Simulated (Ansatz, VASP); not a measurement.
# Ba3Ca4Si9O25 (glassy 56SiO2-19BaO-25CaO (mol %)): VASP beside Ansatz, part 3 of 3

Wanted: the spread between two codes on one cell, functional and k mesh. Of the first pair: The structure shown is the start of the Ansatz relaxation below; VASP solves that cell, so the two are compared at the walk's first step.

VASP 6.6.1 and Ansatz 0.2.0.

So far. Step 4 (Differences): The forces differ by 33 meV/Å r.m.s., which is 2.4 % of the r.m.s. force of 1.355 eV/Å (both taken over all components).

## 6. VASP: single point, PBE, relaxed cell, pair 2

Level of this step: PBE; plane waves and PAW (Si, Ba_sv, Ca_sv, O) (VASP).

The same cell, functional, mesh and smearing now go to VASP, with its own data sets.

Input file INCAR:

```
SYSTEM = Ba3Ca4Si9O25
PREC = Accurate
ENCUT = 600
EDIFF = 1E-06
NELM = 120
ISMEAR = -1
SIGMA = 0.05
LREAL = Auto
ALGO = Normal
GGA = PE
NBANDS = 320
LORBIT = 11
LWAVE = .FALSE.
LCHARG = .FALSE.
ISIF = 2
LASPH = .TRUE.
GGA_COMPAT = .FALSE.
EFERMI = MIDGAP
NCORE = 2
```

Input file POSCAR:

```
Ba3Ca4Si9O25
1.0
   10.6155280000     -0.0003550000     -0.0286250000
   -0.0003550000     10.8361410000      0.2837120000
   -0.0286250000      0.2837120000     10.6457910000
Si Ba Ca O
18 6 8 50
Direct
    0.1729100000      0.7999100000      0.7530500000
    0.8229400000      0.0788800000      0.8010700000
    0.4531800000      0.0719700000      0.7651100000
    0.6331400000      0.3466900000      0.4610400000
    0.6547800000      0.3151100000      0.1747500000
    0.4151100000      0.6469400000      0.6950900000
    0.4180300000      0.6586200000      0.0957000000
    0.9887500000      0.7056700000      0.3505300000
    0.6113100000      0.8990500000      0.3172800000
    0.3360900000      0.9141700000      0.9615700000
    0.2465200000      0.5736000000      0.3215600000
    0.2148400000      0.2131500000      0.6735000000
    0.6455300000      0.0650600000      0.5514400000
    0.8939500000      0.1844500000      0.2727600000
    0.1115300000      0.3560500000      0.1679800000
    0.8897300000      0.6911200000      0.8139700000
    0.0636000000      0.9515200000      0.2585400000
    0.3685700000      0.4288000000      0.5510000000
    0.1059000000      0.6638600000      0.0452600000
    0.6972400000      0.6698700000      0.5440400000
    0.3491900000      0.3419600000      0.9617400000
    0.0894600000      0.0894400000      0.9665700000
    0.6593300000      0.4121600000      0.8128400000
    0.9709100000      0.3771700000      0.4958300000
    0.6042100000      0.0864300000      0.0292100000
    0.9851100000      0.0075300000      0.5699400000
    0.8439900000      0.8692300000      0.1082100000
    0.7186800000      0.5964900000      0.1841500000
    0.3552600000      0.1023800000      0.2390000000
    0.9826200000      0.3748800000      0.8513800000
    0.6439400000      0.7936300000      0.8752800000
    0.3066100000      0.8491900000      0.4535900000
    0.3440600000      0.5555300000      0.0219600000
    0.1675800000      0.2901700000      0.7930200000
    0.8469600000      0.7179500000      0.9601800000
    0.0680700000      0.8882400000      0.1237900000
    0.5198100000      0.0262500000      0.6369900000
    0.1622000000      0.4761300000      0.2452600000
    0.7711600000      0.2110600000      0.1794300000
    0.1592400000      0.8705500000      0.6185700000
    0.5461900000      0.6449800000      0.7740100000
    0.5182100000      0.1837100000      0.8367200000
    0.5247500000      0.2384900000      0.1536500000
    0.8010300000      0.7766100000      0.7217900000
    0.7451900000      0.9940300000      0.9090800000
    0.3872800000      0.4925800000      0.6855600000
    0.4985800000      0.4204100000      0.4736500000
    0.9215800000      0.6768400000      0.2170200000
    0.4621200000      0.9349100000      0.3285100000
    0.6750500000      0.9586800000      0.4527100000
    0.3030000000      0.0972600000      0.7351900000
    0.1888000000      0.9950300000      0.3269300000
    0.9643200000      0.0670600000      0.2090200000
    0.9874500000      0.3091700000      0.2515500000
    0.7608200000      0.0752200000      0.6537500000
    0.6797500000      0.4209300000      0.0658900000
    0.3169700000      0.2911400000      0.5824500000
    0.2170300000      0.2510800000      0.1569500000
    0.3492100000      0.7947100000      0.0582400000
    0.9626400000      0.0224000000      0.7831400000
    0.6582300000      0.7551000000      0.3233200000
    0.6710800000      0.9605100000      0.1865500000
    0.4584800000      0.9396800000      0.8628500000
    0.3279900000      0.0403800000      0.0348400000
    0.4309900000      0.7115900000      0.5571600000
    0.8777700000      0.1652400000      0.4204200000
    0.0456800000      0.7231600000      0.8028700000
    0.8335300000      0.2242100000      0.8413400000
    0.2078400000      0.8883600000      0.8759600000
    0.2677100000      0.5064600000      0.4607000000
    0.2884100000      0.6981200000      0.7657000000
    0.7319100000      0.4034100000      0.5571700000
    0.9800800000      0.8613000000      0.3622000000
    0.0703800000      0.4105500000      0.0296800000
    0.3716200000      0.6275900000      0.2493500000
    0.8759000000      0.5422400000      0.7903400000
    0.6702100000      0.3855200000      0.3117000000
    0.6073400000      0.1981100000      0.4791000000
    0.1510900000      0.6923600000      0.3384700000
    0.5653200000      0.6821100000      0.0698600000
    0.0998600000      0.1790800000      0.5847400000
    0.9363700000      0.6217200000      0.4656600000
```

Input file KPOINTS:

```
Automatic mesh
0
Gamma
1 1 1
0 0 0
```

Potentials, in the order of the species: Si, Ba_sv, Ca_sv and O (PBE family, release 64).

Run with:

```bash
mpirun -np 8 vasp_gam
```

Numbers of over 12 decimals in the logs are rounded to 6 here.

The log of the run:

```text
[... set-up lines as in an earlier step ...]
 entering main loop
       N       E                     dE             d eps       ncg     rms          rms(c)
DAV:   1     0.621942648825E+04    0.62194E+04   -0.32105E+05   640   0.180E+03
DAV:   2    -0.316175135737E+02   -0.62510E+04   -0.60141E+04   792   0.448E+02
DAV:   3    -0.667298157195E+03   -0.63568E+03   -0.63139E+03   768   0.154E+02
DAV:   4    -0.692761090978E+03   -0.25463E+02   -0.25354E+02   832   0.296E+01
[...]
DAV:  18    -0.607665911505E+03   -0.37137E-06   -0.26223E-05   856   0.991E-03    0.113E-02
DAV:  19    -0.607665912691E+03   -0.11853E-05   -0.53676E-06   688   0.549E-03    0.478E-03
DAV:  20    -0.607665913551E+03   -0.85990E-06   -0.16092E-06   480   0.299E-03
   1 F= -.60766591E+03 E0= -.60766591E+03  d E =-.803065E-16
```

From OUTCAR (step 6):

```text
  Total        2.9099953      3.1878668      3.2592151     -0.2739206      0.1830025      0.4043220
  in kB        3.8099123      4.1737156      4.2671283     -0.3586306      0.2395961      0.5293587
  external PRESSURE =       4.0835854 kB  Pullay stress =       0.0000000 kB

 POSITION                                       TOTAL-FORCE (eV/Angst)
 -----------------------------------------------------------------------------------
      1.81369      8.88153      8.23881        -0.028083     -0.023975      0.065095
      8.71298      1.08174      8.52685        -0.064239      0.000268     -0.060503
      4.78882      0.99679      8.15265         0.001371     -0.065027     -0.009963
      6.70780      3.88736      4.98837        -0.024458      0.003489     -0.028690
      6.94572      3.46392      1.93101         0.023669     -0.028142      0.034439
      4.38649      7.20739      7.57144        -0.062312     -0.021285      0.052428
      4.43464      7.16390      1.19369        -0.004274      0.028540      0.054176
     10.48582      7.74584      3.90357         0.016524      0.041408      0.022169
      6.47998      9.83203      3.61527         0.036398     -0.014503      0.026683
      3.53992     10.17876     10.48641         0.030417     -0.005166      0.007166
      2.60753      6.30675      3.57894        -0.009525     -0.006403      0.027195
      2.26129      2.50073      7.22426         0.054288     -0.016668     -0.006411
[...]
9.48188      2.07579      2.93049         0.000011     -0.011155     -0.079895
[...]
-----------------------------------------------------------------------------------
    total drift:                               -0.006225     -0.018472      0.024240

  FREE ENERGIE OF THE ION-ELECTRON SYSTEM (eV)
  ---------------------------------------------------
  free  energy   TOTEN  =      -607.6659135505 eV

  energy  without entropy=     -607.6659135505  energy(sigma->0) =     -607.66591355

[... 1 part as in an earlier step ...]

[... 2 further parts left out ...]
[key lines of the parts left out:]
E-fermi :   3.7988
```

The run ends at a pressure of 0.41 GPa, with forces up to 0.19 eV/Å.

## 7. Differences

What differs besides the data sets and the points named for the pairs above, as far as they apply: the cutoff is 420 eV in Ansatz and 600 eV in VASP (PREC = Accurate, projectors in real space). Total energies have different zeros and are not compared.

Both answers:

```csv
quantity,Ansatz,VASP,difference
pressure (GPa),0.01,0.41,-0.40
gap on the k mesh (eV),3.869,3.841,+0.028
```

Forces on 7 of the 82 atoms, those with the largest forces and the largest differences (eV/Å; atoms numbered as in POSCAR):

```csv
atom,"Ansatz x, y, z","VASP x, y, z"
Ba20,"0.012, -0.008, -0.021","-0.025, -0.123, -0.001"
Ba21,"-0.029, -0.003, 0.007","0.037, -0.151, -0.076"
Ba22,"0.012, 0.021, 0.004","0.005, 0.154, 0.104"
O33,"0.002, 0.003, -0.001","0.010, 0.160, 0.042"
O44,"-0.005, 0.003, -0.006","0.037, 0.117, 0.055"
O60,"0.008, -0.006, 0.007","-0.036, -0.083, -0.123"
O61,"-0.009, 0.002, 0.003","-0.025, 0.033, -0.143"
```

The forces differ by 37 meV/Å r.m.s., where the r.m.s. force is 0.009 eV/Å in Ansatz and 0.038 eV/Å in VASP: the atoms lie near their places of rest in Ansatz, so a percentage would say little (all taken over all components). A gap on the mesh is an upper bound, since the band edges may lie between its points.

## 8. Results

```json
{
 "r.m.s. force difference (single point, PBE, start cell, pair 1)": "2.4 % of the r.m.s. force",
 "r.m.s. force difference (single point, PBE, relaxed cell, pair 2)": "37 meV/Å"
}
```

In words: The r.m.s. force difference is 37 meV/Å (single point, PBE, relaxed cell, pair 2), beyond the 12 meV/Å picked in this series as the mark of a large difference. What causes the difference of the single point, PBE, relaxed cell, pair 2 pair stays open here. How closely two codes agree says nothing of how well the functional describes the real material.

[Lines on the potential files, build, host, timing and source positions are cut from VASP's logs without a mark.]

[Logs are printed without paths, hosts, clocks, repeated set-up lines and the standing remarks that a program may print on its own settings, such as how far it seeks lower states.]

[Hosts, paths, dates, database ids (printed as entryN), source tags and the programs' standing remarks are cut or masked in the printed files.]
